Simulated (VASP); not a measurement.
Energy against volume of Rh (fcc). Level of theory: TPSS meta-GGA, VASP's PBE PAW potentials (set 64) (plane waves; VASP). Run with 520 eV cut-off, 16×16×16 Γ-centred mesh, first-order Methfessel-Paxton smearing of 0.10 eV, potentials Rh_pv.

| V (Å³/atom) | E (eV/atom) |
|---|---|
| 13.395 | -15.82385 |
| 13.810 | -15.83722 |
| 14.224 | -15.82831 |
| 14.638 | -15.80091 |

Q: Fit these four points and predict the energy of the run at 12.981 Å³/atom.

A: A cubic in V^(−2/3), the third-order Birch-Murnaghan form, passes through the four points with V0 = 13.84 Å³/atom and B0 = 283 GPa, and gives -15.7838 eV/atom there. The run gave -15.7837 eV/atom, +0.1 meV/atom from the fit; all five points give B0 = 283 GPa.

The compound is Rh in the fcc structure. It was relaxed first.
